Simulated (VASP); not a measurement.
# CdBiS4 (P1) in VASP: single point with r2SCAN

Aim: the single point of CdBiS4 with r2SCAN.

Everything below comes from runs of VASP 6.6.1. Logs are shortened: lines on timing, memory, paths and dates and some standing lists are left out, and cuts for length are marked.

## (1) Starting point

The typed cell holds 6 atoms: a = 4.309 Å, b = 8.516 Å, c = 8.515 Å, α = 94.02°, β = 106.19°, γ = 74.53°.

The cell was built by a generator and needn't be a form met in nature.

## (2) Single point, r2SCAN

POSCAR reads:

```
CdBiS4
1.0
   -0.0191110000     -0.0630770000      4.3085940000
    5.8063710000     -5.8229090000      2.2125800000
    5.8058340000      5.8032600000     -2.2632480000
Bi S Cd
1 4 1
Direct
    0.1059030000      0.0145570000      0.9969080000
    0.4166370000      0.0254610000      0.3212980000
    0.5631490000      0.2750670000      0.9961710000
    0.1326490000      0.0038180000      0.7032270000
    0.8300130000      0.7103180000      0.0284010000
    0.6641270000      0.4632610000      0.4782970000
```

INCAR.step1 reads:

```
ALGO = Normal
EDIFF = 1E-4
ENCUT = 520
GGA = PE
ISMEAR = -1
LASPH = True
LCHARG = False
LREAL = False
LWAVE = True
NBANDS = 34
NELM = 100
PREC = Accurate
SIGMA = 0.0225
```

INCAR.step2 reads:

```
ALGO = Normal
EDIFF = 1E-6
ENCUT = 520
ISIF = 2
ISMEAR = -1
ISTART = 1
LASPH = True
LCHARG = False
LMIXTAU = True
LREAL = False
LWAVE = False
METAGGA = R2SCAN
NBANDS = 34
NELM = 100
PREC = Accurate
SIGMA = 0.0225
```

KPOINTS reads:

```
Automatic mesh
0
Gamma
  5 3 3
  0.5 0 0
```

Potentials or basis: VASP PAW PBE potentials, release 64 (Bi_d, S, Cd).

On the command line:

```
$ cat potpaw_PBE.64/Bi_d/POTCAR potpaw_PBE.64/S/POTCAR potpaw_PBE.64/Cd/POTCAR > POTCAR
$ cp INCAR.step1 INCAR
$ mpirun -np 1 vasp_std > vasp.out
$ cp INCAR.step2 INCAR
$ mpirun -np 1 vasp_std > vasp.out
```

OUTCAR:

```text
EDIFF = 1E-6
   ENCUT = 520
   ISIF = 2
   ISMEAR = -1
   ISTART = 1
   LASPH = True
   LREAL = False
   METAGGA = R2SCAN
   NELM = 100
   PREC = Accurate

 ion  position               nearest neighbor table
   1  0.106  0.015  0.997-   4 2.53   2 2.72   3 2.76   5 3.18   3 3.34
   2  0.417  0.025  0.321-   1 2.72
   3  0.563  0.275  0.996-   1 2.76   1 3.34
   4  0.133  0.004  0.703-   1 2.53
   5  0.830  0.710  0.028-   1 3.18
   6  0.664  0.463  0.478-

  LATTYP: Found a triclinic cell.
 ALAT       =    10.5609185833
 B/A-ratio  =     0.4080230368
 C/A-ratio  =     1.0995570198
 COS(alpha) =     0.0087729993
 COS(beta)  =     0.5533258987
 COS(gamma) =     0.6327838845

  Lattice vectors:

 A1 = (  -5.8249450000,  -5.8663370000,   6.5718420000)
 A2 = (  -0.0191110000,  -0.0630770000,   4.3085940000)
 A3 = ( -11.6122050000,   0.0196490000,   0.0506680000)

Analysis of symmetry for initial positions (statically):
=====================================================================
 Subroutine PRICEL returns:
 Original cell was already a primitive cell.

 Routine SETGRP: Setting up the symmetry group for a
 triclinic supercell.

 Subroutine GETGRP returns: Found  1 space group operations
 (whereof  1 operations were pure point group operations)
 out of a pool of  2 trial point group operations.

The static configuration has the point symmetry C_1 .

Analysis of symmetry for dynamics (positions and initial velocities):
=====================================================================
 Subroutine PRICEL returns:
 Original cell was already a primitive cell.

 Routine SETGRP: Setting up the symmetry group for a
 triclinic supercell.

 Subroutine GETGRP returns: Found  1 space group operations
 (whereof  1 operations were pure point group operations)
 out of a pool of  2 trial point group operations.

The dynamic configuration has the point symmetry C_1 .

 Subroutine INISYM returns: Found  1 space group operations
 (whereof  1 operations are pure point group operations),
 and found     1 'primitive' translations

----------------------------------------------------------------------------------------

                                     Primitive cell
[... 95 lines left out ...]
   ENCUT  =  520.0 eV  38.22 Ry    6.18 a.u.   8.01 15.83 15.83*2*pi/ulx,y,z
   NELM   =    100;   NELMIN=  2; NELMDL=  0     # of ELM steps
   EDIFF  = 0.1E-05   stopping-criterion for ELM
   LREAL  =      F    real-space projection
   EDIFFG = 0.1E-04   stopping-criterion for IOM
   NSW    =      0    number of steps for IOM
   IBRION =     -1    ionic relax: 0-MD 1-quasi-New 2-CG
   NFREE  =      0    steps in history (QN), initial steepest desc. (CG)
   ISIF   =      2    stress and relaxation
   ISYM   =      2    0-nonsym 1-usesym 2-fastsym
   POTIM  = 0.5000    time-step for ionic-motion
   TEBEG  =    0.0;   TEEND  =   0.0 temperature during run
   PSTRESS=    0.0 pullay stress
   NELECT =      51.0000    total number of electrons
   NUPDOWN=      -1.0000    fix difference up-down
   EMIN   =  10.00;   EMAX   =-10.00  energy-range for DOS
   EFERMI =   0.00;   METHOD = LEGACY
   ISMEAR =    -1;   SIGMA  =   0.02  broadening in eV -4-tet -1-fermi 0-gaus
   EFERMI_NEDOS =   21; number of points for ismear=-14 and -15
   IALGO  =     38    algorithm
   IMIX   =      4    mixing-type and parameters
     AMIX     =   0.40;   BMIX     =  1.00
     AMIX_MAG =   1.60;   BMIX_MAG =  1.00
  volume/ion in A,a.u.               =      48.20       325.27
  Fermi-wavevector in a.u.,A,eV,Ry     =   0.918052  1.734867 11.467260  0.842820
  Thomas-Fermi vector in A             =   2.043090
   LORBIT       =      0    0 simple, 1 ext, 2 COOP (PROOUT), +10 PAW based schemes
   METAGGA = R2SCAN    functional components
   LHFCALC =     F    Hartree Fock is set to
   AEXX    =    0.0000 exact exchange contribution
   IVDW    =     0    specifies the selected vdW correction
   LEPSILON=     F    determine dielectric tensor
   LRPA    =     F    only Hartree local field effects (RPA)
 non-spin polarized calculation
  energy-cutoff  :      520.00
  volume of cell :      289.20
 maximum number of plane-waves:      7815
   NGX = 17   NGY = 31   NGZ = 31

 number of electron      50.9999998 magnetization

 Free energy of the ion-electron system (eV)
  ---------------------------------------------------
  ext. energy  EPLUGINS =         0.00000000
  ---------------------------------------------------
  free energy    TOTEN  =      -102.94899268 eV

  energy without entropy =     -102.91254892  energy(sigma->0) =     -102.93077080

 E-fermi :  -1.6957     XC(G=0):  -6.8701

 val. band max:       -1.6988749933   @ k =  -0.1000   0.3333   0.3333
 cond. band min:      -1.6944750441   @ k =   0.1000   0.0000   0.3333
 fundamental gap:      0.0043999492
 Fermi energy:        -1.6957498991

 k-point     1 :       0.1000    0.0000    0.0000
  band No.  band energies     occupation
      1     -25.1081      2.00000
      2     -25.0925      2.00000
      3     -25.0681      2.00000
      4     -25.0536      2.00000
      5     -25.0025      2.00000
      6     -14.4739      2.00000
[... 840 lines left out ...]
     33       3.6950      0.00000
     34       4.9316      0.00000

------------------------ aborting loop because EDIFF is reached ----------------------------------------

  FORCE on cell =-STRESS in cart. coord.  units (eV):
  Direction    XX          YY          ZZ          XY          YZ          ZX
  --------------------------------------------------------------------------------------
  -------------------------------------------------------------------------------------
  Total       -9.7708499     -9.9719812     -8.3977616      0.3968887      0.1713391     -0.3623746
  in kB      -54.1315406    -55.2458290    -46.5244862      2.1988051      0.9492368     -2.0075935
  external PRESSURE =     -51.9672853 kB  Pullay stress =       0.0000000 kB

 VOLUME and BASIS-vectors are now :
 -----------------------------------------------------------------------------
  energy-cutoff  :      520.00
  volume of cell :      289.20
      direct lattice vectors                 reciprocal lattice vectors
    -0.019111000 -0.063077000  4.308594000     0.001170521  0.089859868  0.233414998
     5.806371000 -5.822909000  2.212580000     0.085966326 -0.086348753 -0.000882821
     5.805834000  5.803260000 -2.263248000     0.086270118  0.086652530  0.001651232

 POSITION                                       TOTAL-FORCE (eV/Angst)
 -----------------------------------------------------------------------------------
      5.87038      5.69387     -1.76775         0.610121      0.446599     -0.756178
      2.00528      1.69004      1.12428        -0.768895     -0.717471     -0.004846
      7.36998      4.14383      0.78041        -0.968482      1.062616      0.386480
      4.10245      4.05041     -1.01160         0.434132      0.255145     -0.016456
      4.27340     -4.02365      5.08355         0.949728     -1.097956      0.437482
      5.45409      0.03626      2.80395        -0.256604      0.051066     -0.046481
 -----------------------------------------------------------------------------------
    total drift:                                0.000648      0.000034      0.000282

  FREE ENERGIE OF THE ION-ELECTRON SYSTEM (eV)
  ---------------------------------------------------
  free  energy   TOTEN  =      -102.9489926797 eV

  energy  without entropy=     -102.9125489153  energy(sigma->0) =     -102.93077080
```

OSZICAR.step1:

```text
N       E                     dE             d eps       ncg     rms          rms(c)
DAV:   1     0.385661159790E+03    0.38566E+03   -0.20443E+04  1620   0.130E+03
DAV:   2     0.244315692276E+02   -0.36123E+03   -0.34913E+03  1860   0.305E+02
DAV:   3    -0.157306808007E+02   -0.40162E+02   -0.39127E+02  1848   0.107E+02
DAV:   4    -0.170829302359E+02   -0.13522E+01   -0.13346E+01  1808   0.230E+01
DAV:   5    -0.171290971454E+02   -0.46167E-01   -0.46148E-01  2160   0.406E+00    0.761E+00
DAV:   6    -0.149988935443E+02    0.21302E+01   -0.22985E+01  1760   0.114E+01    0.793E+00
DAV:   7    -0.158380619401E+02   -0.83917E+00   -0.21999E+01  1734   0.603E+00    0.710E+00
DAV:   8    -0.144876390081E+02    0.13504E+01   -0.18596E+00  1710   0.454E+00    0.409E+00
DAV:   9    -0.143113400604E+02    0.17630E+00   -0.47976E-01  1672   0.260E+00    0.325E+00
DAV:  10    -0.145466799834E+02   -0.23534E+00   -0.27994E+00  1862   0.257E+00    0.468E+00
DAV:  11    -0.143556031962E+02    0.19108E+00   -0.28873E-01  1746   0.172E+00    0.345E+00
DAV:  12    -0.142743930790E+02    0.81210E-01   -0.12166E+00  1880   0.117E+00    0.153E+00
DAV:  13    -0.142504533421E+02    0.23940E-01   -0.50156E-02  1596   0.628E-01    0.864E-01
DAV:  14    -0.142482491219E+02    0.22042E-02   -0.13150E-02  1734   0.278E-01    0.711E-01
DAV:  15    -0.142432184631E+02    0.50307E-02   -0.17606E-02  1734   0.231E-01    0.174E-01
DAV:  16    -0.142438924532E+02   -0.67399E-03   -0.67314E-03  1866   0.150E-01    0.302E-01
DAV:  17    -0.142432576512E+02    0.63480E-03   -0.30751E-03  1392   0.848E-02    0.707E-02
DAV:  18    -0.142432280199E+02    0.29631E-04   -0.18948E-04   782   0.396E-02
   1 F= -.14243228E+02 E0= -.14224358E+02  d E =-.377407E-01
```

Wall time 7.6 min (1 thread of Intel Xeon 6975P-C (Granite Rapids), shared host); peak memory 0.5 GiB.

Results:

- Free energy: -102.9490 eV
- Pressure: -5.2 GPa
- Largest force: 1.516 eV/Å
- Band gap on the k mesh: none (metal or under the smearing width)

Forces in eV/Å, atoms in the order of the input:
```
Bi   0.610  0.447 -0.756
S   -0.769 -0.717 -0.005
S   -0.968  1.063  0.386
S    0.434  0.255 -0.016
S    0.950 -1.098  0.437
Cd  -0.257  0.051 -0.046
```

Stress tensor (GPa, compression positive):
```
-5.41  0.22 -0.20
 0.22 -5.52  0.09
-0.20  0.09 -4.65
```

Levels at points of the mesh, in eV from the Fermi level:
```
           k point  band 23  band 24  band 25  band 26  band 27  band 28  band 29  band 30
(0.50, 0.00, 0.00)    -0.47    -0.28    -0.16    -0.03     0.16     0.44     2.97     3.24
```

Caveat: the PAW data sets were made with another functional, which shifts forces and pressure a little; spin-orbit coupling is left out, which moves the levels of the heavy elements.
